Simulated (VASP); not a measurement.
# 1T-CaI2 monolayer and its bilayer, part 2 of 6

Aim: relax 1T-CaI2 monolayer, place its levels against the vacuum, then find how two sheets stack and bind.

VASP 6.6.1, plane waves and PAW; the level of theory is named at each step.

So far. Step 2 (Relaxing the monolayer): The run ended after 3 ionic steps, 0.025 eV below its first step, once forces and stress met EDIFFG = -0.015.

**3. A second relaxation**

Level of this step: optB86b-vdW; plane waves and PAW (Ca_pv, I) (VASP).

The plane waves were chosen for the start cell, so the relaxation is repeated from its end.

Contents of INCAR:

```
SYSTEM = CaI2
PREC = Normal
ENCUT = 350
EDIFF = 1E-06
NELM = 120
ISMEAR = 0
SIGMA = 0.03
LREAL = .FALSE.
ALGO = Normal
GGA = MK
AGGAC = 0
LUSE_VDW = .TRUE.
PARAM1 = 0.1234
PARAM2 = 1
LASPH = .TRUE.
NBANDS = 17
LORBIT = 11
LWAVE = .FALSE.
LCHARG = .FALSE.
KPAR = 4
IBRION = 2
NSW = 30
ISIF = 3
EDIFFG = -0.015
POTIM = 0.4
IDIPOL = 3
LDIPOL = .TRUE.
DIPOL = 0.5 0.5 0.5
LATTICE_CONSTRAINTS = .TRUE. .TRUE. .FALSE.
```

Contents of POSCAR:

```
CaI2
1.0
    4.4429426768      0.0000000000      0.0000000000
   -2.2214713384      3.8477012256      0.0000000000
    0.0000000000      0.0000000000     22.0000000000
Ca I
1 2
Direct
    0.0000000000      0.0000000000      0.5000000000
    0.3333333333      0.6666666667      0.4188050484
    0.6666666667      0.3333333333      0.5811949516
```

Contents of KPOINTS:

```
Automatic mesh
0
Gamma
9 9 1
0 0 0
```

The projector-augmented-wave data sets are Ca_pv and I (PBE family, release 64).

Started as:

```bash
mpirun -np 4 vasp_std
```

Output:

```text
[banner, memory and clock lines left out]
running    4 mpi-ranks, on    1 nodes
 distrk:  each k-point on    1 cores,    4 groups
 distr:  one band on    1 cores,    1 groups

 POSCAR found type information on POSCAR CaI
 POSCAR found :  2 types and       3 ions
 [... a notice as in an earlier step ...]

 [... a notice as in an earlier step ...]

 LDA part: xc-table for (Slater+PW92), standard interpolation
 POSCAR, INCAR and KPOINTS ok, starting setup
 FFT: planning ... GRIDC
 FFT: planning ... GRID_SOFT
 FFT: planning ... GRID
 WAVECAR not read
 entering main loop
       N       E                     dE             d eps       ncg     rms          rms(c)
DAV:   1     0.161197725598E+03    0.16120E+03   -0.64739E+03   450   0.755E+02
DAV:   2     0.227469875795E+02   -0.13845E+03   -0.13303E+03   525   0.202E+02
DAV:   3    -0.217094358273E+01   -0.24918E+02   -0.24175E+02   472   0.925E+01
DAV:   4    -0.382986285487E+01   -0.16589E+01   -0.16570E+01   608   0.281E+01
DAV:   5    -0.387953180265E+01   -0.49669E-01   -0.49665E-01   670   0.452E+00    0.350E+00
DAV:   6    -0.383961627126E+01    0.39916E-01   -0.12499E-01   607   0.232E+00    0.188E+00
DAV:   7    -0.384455912442E+01   -0.49429E-02   -0.13855E-01   597   0.231E+00    0.587E-01
DAV:   8    -0.384854346913E+01   -0.39843E-02   -0.14402E-02   616   0.793E-01    0.216E-01
DAV:   9    -0.384783506695E+01    0.70840E-03   -0.69905E-04   639   0.211E-01    0.124E-01
DAV:  10    -0.384660746154E+01    0.12276E-02   -0.10145E-03   592   0.185E-01    0.110E-01
DAV:  11    -0.384667920201E+01   -0.71740E-04   -0.85268E-05   538   0.616E-02    0.539E-02
DAV:  12    -0.384624968622E+01    0.42952E-03   -0.11515E-04   578   0.538E-02    0.145E-01
DAV:  13    -0.384626123101E+01   -0.11545E-04   -0.47132E-05   464   0.309E-02    0.713E-02
DAV:  14    -0.384626842067E+01   -0.71897E-05   -0.45341E-06   434   0.139E-02    0.322E-02
DAV:  15    -0.384634973778E+01   -0.81317E-04   -0.78492E-05   536   0.349E-02    0.944E-03
DAV:  16    -0.384637116725E+01   -0.21429E-04   -0.15980E-06   573   0.577E-03    0.384E-03
DAV:  17    -0.384640644582E+01   -0.35279E-04   -0.29214E-06   495   0.775E-03    0.497E-03
DAV:  18    -0.384640772507E+01   -0.12793E-05   -0.60615E-08   517   0.153E-03    0.366E-03
DAV:  19    -0.384640769158E+01    0.33495E-07   -0.31341E-07   416   0.245E-03
   1 F= -.38464077E+01 E0= -.38464077E+01  d E =-.384641E+01
 curvature:   0.00 expect dE= 0.000E+00 dE for cont linesearch  0.000E+00
 trial: gam= 0.00000 g(F)=  0.117E-04 g(S)=  0.195E-04 ort = 0.000E+00 (trialstep = 0.100E+01)
 search vector abs. value=  0.311E-04
 reached required accuracy - stopping structural energy minimisation
```

The job ended after 61 s (4 MPI ranks of Intel Xeon 6975P-C (Granite Rapids), shared host; peak memory 1.9 GiB; 3.2 min of CPU time).

From OUTCAR (step 3):

```text
  LATTYP: Found a hexagonal cell.
 ALAT       =     4.4429426768
 C/A-ratio  =     4.9516731591

The static configuration has the point symmetry D_3d.

 Found     12 irreducible k-points:

   dimension x,y,z NGX =    20 NGY =   20 NGZ =  108
   dimension x,y,z NGXF=    40 NGYF=   40 NGZF=  216

   ENCUT  =  350.0 eV  25.72 Ry    5.07 a.u.   6.78  6.78 33.56*2*pi/ulx,y,z

   NELECT =      22.0000    total number of electrons

 E-fermi :  -3.9467

 k-point     1 :       0.0000    0.0000    0.0000
  band No.  band energies     occupation
    ...
      7      -4.8010      2.00000
      8      -4.8010      2.00000
      9      -4.6165      2.00000
     10      -4.1578      2.00000
     11      -4.1578      2.00000
     12       0.3805      0.00000
     13       0.4613      0.00000
     14       0.4613      0.00000
     15       0.6298      0.00000
     16       1.3249      0.00000
    ...

 k-point     2 :       0.1111   -0.0000    0.0000
  band No.  band energies     occupation
    ...
      7      -5.0918      2.00000
      8      -4.8158      2.00000
      9      -4.4845      2.00000
     10      -4.4781      2.00000
     11      -4.2412      2.00000
     12       0.3152      0.00000
     13       0.5934      0.00000
     14       0.6325      0.00000
     15       0.8267      0.00000
     16       1.1354      0.00000
    ...

Total vdW correction in eV:      5.0552048

  Total       -0.0275040     -0.0275040     -0.0625353      0.0000000      0.0000000      0.0000000
  in kB       -0.1171688     -0.1171688     -0.2664043      0.0000000      0.0000000      0.0000000
  external PRESSURE =      -0.1669140 kB  Pullay stress =       0.0000000 kB

  energy-cutoff  :      350.00
  volume of cell :      376.09
      direct lattice vectors                 reciprocal lattice vectors
     4.442942677  0.000000000  0.000000000     0.225076053  0.129947720  0.000000000
    -2.221471338  3.847701226  0.000000000     0.000000000  0.259895439  0.000000000
     0.000000000  0.000000000 22.000000000     0.000000000  0.000000000  0.045454545

 POSITION                                       TOTAL-FORCE (eV/Angst)
 -----------------------------------------------------------------------------------
      0.00000      0.00000     11.00000         0.000000      0.000000      0.000000
     -0.00000      2.56513      9.21371        -0.000000      0.000000      0.012304
      2.22147      1.28257     12.78629         0.000000     -0.000000     -0.012304
 -----------------------------------------------------------------------------------
    total drift:                                0.000000      0.000000      0.000000

  FREE ENERGIE OF THE ION-ELECTRON SYSTEM (eV)
  ---------------------------------------------------
  free  energy   TOTEN  =        -3.8464076916 eV

  energy  without entropy=       -3.8464076916  energy(sigma->0) =       -3.84640769

Total vdW correction in eV:      5.0552098

 vacuum level on the upper side and lower side of the slab         2.452         2.452

 total charge
# of ion       s       p       d       tot
------------------------------------------
    1        0.182   6.152   0.426   6.759
    2        1.503   2.835   0.007   4.345
    3        1.503   2.835   0.007   4.345
--------------------------------------------------
tot          3.188  11.821   0.440  15.448

[... 4 parts as in an earlier step ...]

[... 7 further parts left out ...]
```

Little changed from the start: no atom moved by 0.005 Å and no cell edge by 0.1 %.

Numbers from this step:

```yaml
electronic_steps: 19
free_energy_toten: -3.846 eV
```

The start already met the threshold, so nothing moved.

**4. Vacuum level and density of states**

A static run writes the electrostatic potential without exchange and correlation (LVHAR), which is flat in the vacuum and gives the level to count from. The dipole correction cancels the field that unlike faces would set up across the vacuum.

Contents of INCAR:

```
SYSTEM = CaI2
PREC = Normal
ENCUT = 350
EDIFF = 1E-06
NELM = 120
ISMEAR = 0
SIGMA = 0.03
LREAL = .FALSE.
ALGO = Fast
GGA = MK
AGGAC = 0
LUSE_VDW = .TRUE.
PARAM1 = 0.1234
PARAM2 = 1
LASPH = .TRUE.
NBANDS = 17
LORBIT = 11
LWAVE = .FALSE.
LCHARG = .TRUE.
IDIPOL = 3
LDIPOL = .TRUE.
DIPOL = 0.5 0.5 0.5
LVHAR = .TRUE.
LVACPOTAV = .TRUE.
NEDOS = 1500
LELF = .TRUE.
```

POSCAR is that of step 3.

KPOINTS is that of step 3.

Contents of KPOINTS_OPT:

```
Line mode
14
Line-mode
Reciprocal
  0.00000000   0.00000000   0.00000000 GAMMA
  0.50000000   0.00000000   0.00000000 M

  0.50000000   0.00000000   0.00000000 M
  0.33333333   0.33333333   0.00000000 K

  0.33333333   0.33333333   0.00000000 K
  0.00000000   0.00000000   0.00000000 GAMMA
```

Started as:

```bash
mpirun -np 4 vasp_std
```

Output:

```text
[banner, memory and clock lines left out]
running    4 mpi-ranks, on    1 nodes
 distrk:  each k-point on    4 cores,    1 groups
 distr:  one band on    1 cores,    4 groups

 POSCAR found type information on POSCAR CaI
 POSCAR found :  2 types and       3 ions
 [... a notice as in an earlier step ...]

 [... a notice as in an earlier step ...]

 LDA part: xc-table for (Slater+PW92), standard interpolation
|                                                                             |
|           W    W    AA    RRRRR   N    N  II  N    N   GGGG   !!!           |
|           W    W   A  A   R    R  NN   N  II  NN   N  G    G  !!!           |
|           W    W  A    A  R    R  N N  N  II  N N  N  G       !!!           |
|           W WW W  AAAAAA  RRRRR   N  N N  II  N  N N  G  GGG   !            |
|           WW  WW  A    A  R   R   N   NN  II  N   NN  G    G                |
|           W    W  A    A  R    R  N    N  II  N    N   GGGG   !!!           |
|                                                                             |
|     The number of bands has been changed from the values supplied in        |
|     The orbitals not found in the WAVECAR file will be initialized with     |
|     random numbers, which is usually adequate. For correlated               |
|     calculations, however, you should redo the groundstate calculation.     |
|     I found NBANDS = 17. Now, NBANDS = 20.                                  |
|                                                                             |

 POSCAR, INCAR and KPOINTS ok, starting setup
 FFT: planning ... GRIDC
 FFT: planning ... GRID_SOFT
 FFT: planning ... GRID
 WAVECAR not read
 entering main loop
       N       E                     dE             d eps       ncg     rms          rms(c)
DAV:   1     0.157334807772E+03    0.15733E+03   -0.64219E+03   544   0.634E+02
DAV:   2     0.214552839867E+02   -0.13588E+03   -0.12758E+03   604   0.177E+02
DAV:   3    -0.216960466737E+01   -0.23625E+02   -0.22890E+02   580   0.786E+01
DAV:   4    -0.383822918611E+01   -0.16686E+01   -0.16665E+01   688   0.247E+01
DAV:   5    -0.387958872516E+01   -0.41360E-01   -0.41357E-01   744   0.379E+00    0.349E+00
RMM:   6    -0.383881828815E+01    0.40770E-01   -0.95805E-02   675   0.164E+00    0.206E+00
RMM:   7    -0.384816528155E+01   -0.93470E-02   -0.24462E-01   681   0.228E+00    0.404E-01
RMM:   8    -0.384869276753E+01   -0.52749E-03   -0.16124E-02   836   0.892E-01    0.374E-01
RMM:   9    -0.384760641749E+01    0.10864E-02   -0.41300E-03   828   0.450E-01    0.117E-01
RMM:  10    -0.384705730965E+01    0.54911E-03   -0.44780E-03   728   0.334E-01    0.119E-01
RMM:  11    -0.384696967636E+01    0.87633E-04   -0.47093E-04   853   0.160E-01    0.722E-02
RMM:  12    -0.384714692741E+01   -0.17725E-03   -0.22403E-04   881   0.723E-02    0.104E-01
RMM:  13    -0.384633663364E+01    0.81029E-03   -0.25294E-03   882   0.182E-01    0.796E-02
RMM:  14    -0.384627369133E+01    0.62942E-04   -0.10170E-04   770   0.629E-02    0.424E-02
RMM:  15    -0.384626963077E+01    0.40606E-05   -0.34077E-04   765   0.794E-02    0.359E-02
RMM:  16    -0.384631343967E+01   -0.43809E-04   -0.91402E-05   734   0.542E-02    0.169E-02
RMM:  17    -0.384637369736E+01   -0.60258E-04   -0.51307E-05   709   0.266E-02    0.931E-03
RMM:  18    -0.384639996768E+01   -0.26270E-04   -0.14587E-05   762   0.168E-02    0.729E-03
RMM:  19    -0.384640189116E+01   -0.19235E-05   -0.25078E-06   667   0.889E-03    0.561E-03
RMM:  20    -0.384640456886E+01   -0.26777E-05   -0.94626E-07   574   0.718E-03    0.667E-03
RMM:  21    -0.384640802923E+01   -0.34604E-05   -0.56487E-06   717   0.122E-02    0.410E-03
RMM:  22    -0.384640770906E+01    0.32017E-06   -0.71922E-07   515   0.548E-03
|                                                                             |
|           W    W    AA    RRRRR   N    N  II  N    N   GGGG   !!!           |
|           W    W   A  A   R    R  NN   N  II  NN   N  G    G  !!!           |
|           W    W  A    A  R    R  N N  N  II  N N  N  G       !!!           |
|           W WW W  AAAAAA  RRRRR   N  N N  II  N  N N  G  GGG   !            |
|           WW  WW  A    A  R   R   N   NN  II  N   NN  G    G                |
|           W    W  A    A  R    R  N    N  II  N    N   GGGG   !!!           |
|                                                                             |
|     Did not find any points to average over, which means that no vacuum     |
|     field-free region was found. Please increase the size of  your cell     |
|     in the dimension of the dipole correction to obtain accurate            |
|     workfunction values.                                                    |
|                                                                             |

   1 F= -.38464077E+01 E0= -.38464077E+01  d E =-.477190E-11
 Start KPOINTS_OPT (optional k-point list driver)
k-point batch [1-12\42]
       N       E                     dE             ncg
DAV:   1    -0.127892421513E+04   -0.34160E+04      496
DAV:   2    -0.288891087345E+04   -0.16100E+04      604
DAV:   3    -0.321394489919E+04   -0.32503E+03      584
DAV:   4    -0.323511056517E+04   -0.21166E+02      720
DAV:   5    -0.323582527094E+04   -0.71471E+00      740
DAV:   6    -0.323583622960E+04   -0.10959E-01      740
DAV:   7    -0.323583697547E+04   -0.74587E-03      776
DAV:   8    -0.323583699328E+04   -0.17811E-04      752
DAV:   9    -0.323583699397E+04   -0.69515E-06      468
[...]
k-point batch [37-42\42]
       N       E                     dE             ncg
DAV:   1     0.147623776252E+04   -0.10295E+04      264
DAV:   2     0.737378009007E+03   -0.73886E+03      280
DAV:   3     0.577916239142E+03   -0.15946E+03      308
DAV:   4     0.568731021957E+03   -0.91852E+01      324
DAV:   5     0.568403922992E+03   -0.32710E+00      360
DAV:   6     0.568396772067E+03   -0.71509E-02      348
DAV:   7     0.568396466603E+03   -0.30546E-03      408
DAV:   8     0.568396456973E+03   -0.96298E-05      348
DAV:   9     0.568396456451E+03   -0.52171E-06      280
```

Elapsed: 35 s, on 4 MPI ranks; peak memory 1 GiB.

From OUTCAR (step 4):

```text
The static configuration has the point symmetry D_3d.

 Found     12 irreducible k-points:

   k-points           NKPTS =     12   k-points in BZ     NKDIM =     12   number of bands    NBANDS=     20

   NELECT =      22.0000    total number of electrons

 E-fermi :  -4.0299

 k-point     1 :       0.0000    0.0000    0.0000
  band No.  band energies     occupation
    ...
      7      -4.8014      2.00000
      8      -4.8014      2.00000
      9      -4.6169      2.00000
     10      -4.1582      2.00000
     11      -4.1582      2.00000
     12       0.3802      0.00000
     13       0.4610      0.00000
     14       0.4610      0.00000
     15       0.6297      0.00000
     16       1.3248      0.00000
    ...

 k-point     2 :       0.1111   -0.0000    0.0000
  band No.  band energies     occupation
    ...
      7      -5.0922      2.00000
      8      -4.8162      2.00000
      9      -4.4849      2.00000
     10      -4.4785      2.00000
     11      -4.2415      2.00000
     12       0.3149      0.00000
     13       0.5930      0.00000
     14       0.6323      0.00000
     15       0.8266      0.00000
     16       1.1353      0.00000
    ...

Total vdW correction in eV:      5.0552242

  Total       -0.0243568     -0.0243568     -0.0580153      0.0000000     -0.0000000      0.0000000
  in kB       -0.1037614     -0.1037614     -0.2471486      0.0000000     -0.0000000      0.0000000
  external PRESSURE =      -0.1515572 kB  Pullay stress =       0.0000000 kB

 POSITION                                       TOTAL-FORCE (eV/Angst)
 -----------------------------------------------------------------------------------
      0.00000      0.00000     11.00000         0.000000      0.000000      0.000000
     -0.00000      2.56513      9.21371        -0.000000      0.000000      0.011920
      2.22147      1.28257     12.78629        -0.000000      0.000000     -0.011920
 -----------------------------------------------------------------------------------
    total drift:                                0.000000      0.000000      0.000000

  FREE ENERGIE OF THE ION-ELECTRON SYSTEM (eV)
  ---------------------------------------------------
  free  energy   TOTEN  =        -3.8464077091 eV

  energy  without entropy=       -3.8464077091  energy(sigma->0) =       -3.84640771

Total vdW correction in eV:      5.0552141

 vacuum level on the upper side and lower side of the slab         2.598         2.598

[... 9 parts as in an earlier step ...]

[... 5 further parts left out ...]
```

Numbers from this step:

```yaml
electronic_steps: 22
fermi_energy: -4.030 eV
least_gap_on_mesh_and_path: 3.793 eV
least_direct_gap_on_mesh_and_path: 4.435 eV
vacuum_levels: 2.598, 2.598 eV
ionisation_potentials_of_the_upper_and_lower_face: 6.756, 6.756 eV
electron_affinities_of_the_upper_and_lower_face: 2.963, 2.963 eV
```

The electronic bands at the labelled points (eV, zero at the valence-band top; v1 is the highest filled band, c1 the lowest empty one):

```tsv
point	v4	v3	v2	v1	c1	c2	c3	c4
Γ	-0.64	-0.46	0.00	0.00	4.54	4.62	4.62	4.79
0.54 of the way	-1.08	-0.71	-0.38	-0.37	4.09	5.10	5.20	5.39
M	-0.84	-0.81	-0.71	-0.67	3.79	5.50	5.63	5.88
0.46 of the way	-1.08	-0.88	-0.83	-0.74	4.18	5.40	5.41	5.87
K	-1.67	-1.13	-0.78	-0.78	4.94	5.08	5.08	5.97
0.46 of the way	-1.14	-0.87	-0.57	-0.42	4.49	4.62	5.50	5.53
Γ	-0.64	-0.46	0.00	0.00	4.54	4.62	4.62	4.79
```

Of the projections kept (Ca, I), the largest for each band there; the rest of the weight can lie on other orbitals:

```tsv
point	v4	v3	v2	v1	c1	c2	c3	c4
Γ	I 0.82	I 0.98	I 0.98	I 0.98	Ca 0.80	Ca 0.95	Ca 0.95	Ca 0.80
M	I 0.95	I 0.86	I 0.84	I 0.94	Ca 0.88	Ca 0.95	Ca 0.99	I 0.64
K	I 0.88	I 0.92	I 0.88	I 0.88	Ca 0.96	Ca 0.89	Ca 0.89	Ca 0.91
Γ	I 0.82	I 0.98	I 0.98	I 0.98	Ca 0.80	Ca 0.95	Ca 0.95	Ca 0.80
```

Zero at the Fermi level. Table of planar average of the electrostatic potential by height:

height (Å), planar average of the electrostatic potential (eV) and a bar from the least value:
```
        0       6.63 ##############################
        1       6.63 ##############################
        2       6.63 ##############################
        3       6.63 ##############################
        4       6.63 ##############################
        5       6.63 ##############################
        6       6.62 ##############################
        7       6.56 ##############################
        8       5.30 ###########################
        9      -7.62 
       10      -1.49 #############
       11      -2.73 ##########
       12      -1.49 #############
       13      -7.62 
       14       5.30 ###########################
       15       6.56 ##############################
       16       6.62 ##############################
       17       6.63 ##############################
       18       6.63 ##############################
       19       6.63 ##############################
       20       6.63 ##############################
       21       6.63 ##############################
```

Density of states in the PAW spheres, an atom over height of the layer and energy from the Fermi level.

Ten even steps from '_' (0.00 states/eV) to '@' (2.40 states/eV), each cell a mean:
```
______
______
--__--
@@::@@
**..**
::__::
++..++
..__..
______
______
______
______
______
______
______
______
______
______
______
______
______
______
```
Columns: height of the layer (Å) from 9.2 to 12.8; rows upwards: energy from the Fermi level (eV) from -7.9 to 0.5.

Valence density in the ca plane at fractional y = 0.000, with atoms of Ca within 0.2 Å of it. It is the smooth field of the valence electrons, not physical close to the nuclei.

Values in e/Å³, 7 rows by 16 columns, each cell a mean:
```
0.0 0.0 0.0 0.0 0.0 0.0 0.0 0.0 1.4 2.0 0.1 0.0 0.0 0.0 0.0 0.0
0.0 0.0 0.0 0.0 0.0 0.0 0.0 0.1 0.2 0.3 0.1 0.1 0.0 0.0 0.0 0.0
0.0 0.0 0.0 0.0 0.0 0.0 0.1 0.2 0.1 0.1 0.2 0.1 0.0 0.0 0.0 0.0
0.0 0.0 0.0 0.0 0.0 0.0 0.1 0.3 0.1 0.1 0.2 0.2 0.0 0.0 0.0 0.0
0.0 0.0 0.0 0.0 0.0 0.0 0.1 0.2 0.1 0.1 0.2 0.1 0.0 0.0 0.0 0.0
0.0 0.0 0.0 0.0 0.0 0.0 0.0 0.1 0.4 0.6 0.1 0.0 0.0 0.0 0.0 0.0
0.0 0.0 0.0 0.0 0.0 0.0 0.0 0.0 1.8 2.6 0.1 0.0 0.0 0.0 0.0 0.0
```
Columns run along c (16.0 Å, from fractional 0.10 to 0.82 of the cell), rows up along a (4.4 Å). Atoms in or near the plane, at fractional coordinates: Ca at (0.50, 0.00).

[end of part 2 of 6]

[Lines on the potential files, build, host, timing and source positions are cut from VASP's logs without a mark.]

[Logs are printed without paths, hosts, clocks, repeated set-up lines and the standing remarks that a program may print on its own settings, such as how far it seeks lower states.]

[Hosts, paths, dates, database ids (printed as entryN), source tags and the programs' standing remarks are cut or masked in the printed files.]

[Runs that stopped without an error message from VASP are left out.]
